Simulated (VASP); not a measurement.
Here is a VASP 6.6.1 calculation.

The input INCAR:

```
SYSTEM = Sn2Ge
PREC     = Normal         ! precision mode
ENCUT    = 520            ! plane-wave cutoff, eV
EDIFF    = 1E-4           ! SCF threshold, eV
ISMEAR   = 0              ! smearing method
SIGMA    = 0.15           ! smearing width, eV
LREAL    = .FALSE.        ! projectors in reciprocal space
LASPH    = .TRUE.         ! aspherical terms in the spheres
NELM     = 60             ! most SCF steps
ALGO     = Fast           ! electronic algorithm
ISIF     = 3              ! what is computed and relaxed
LWAVE    = .FALSE.        ! write WAVECAR
LCHARG   = .FALSE.        ! write CHGCAR
GGA      = PE             ! functional
IBRION   = 2              ! ionic algorithm
NSW      = 24             ! ionic steps
EDIFFG   = -0.08          ! ionic threshold
```

The input KPOINTS:

```
regular mesh
0
G
  5 5 5
  0 0 0
```

POSCAR

```
Sn2Ge
1.0
    5.0156292600      0.0000000000      0.0000000000
   -2.5078146300      4.3436623500      0.0000000000
    0.0000000000      0.0000000000      4.1296898400
Sn Ge
2 1
Direct
    0.3333333300      0.6666666700      0.5000000000
    0.6666666700      0.3333333300      0.5000000000
    0.0000000000      0.0000000000      0.5000000000
```

Potentials or basis: VASP PAW PBE potentials, release 64 (Sn_d, Ge_d).

Launch:

```console
$ cat potpaw_PBE.64/Sn_d/POTCAR potpaw_PBE.64/Ge_d/POTCAR > POTCAR
$ mpirun -np 1 vasp_std > vasp.out
```

Task: What does it give for the band gap on the k mesh?

Result: None (metal or under the smearing width).

Task: Predict the relaxed cell.

Result: a = 5.490 Å, b = 5.490 Å, c = 2.953 Å, α = 90.00°, β = 90.00°, γ = 120.00°.

Task: Estimate the space group after relaxing (to 0.05 Å).

Result: P6/mmm (No. 191).

Task: Estimate the relaxed volume.

Result: 25.69 Å³/atom.

Final structure:
```cif
data_structure
_symmetry_space_group_name_H-M 'P 1'
_symmetry_Int_Tables_number 1
_cell_length_a 5.4902
_cell_length_b 5.4902
_cell_length_c 2.9525
_cell_angle_alpha 90.000
_cell_angle_beta 90.000
_cell_angle_gamma 120.000
_cell_volume 77.07
loop_
_atom_site_label
_atom_site_type_symbol
_atom_site_fract_x
_atom_site_fract_y
_atom_site_fract_z
_atom_site_occupancy
Sn1 Sn 0.33333 0.66667 0.50000 1
Sn2 Sn 0.66667 0.33333 0.50000 1
Ge1 Ge 0.00000 0.00000 0.50000 1
```
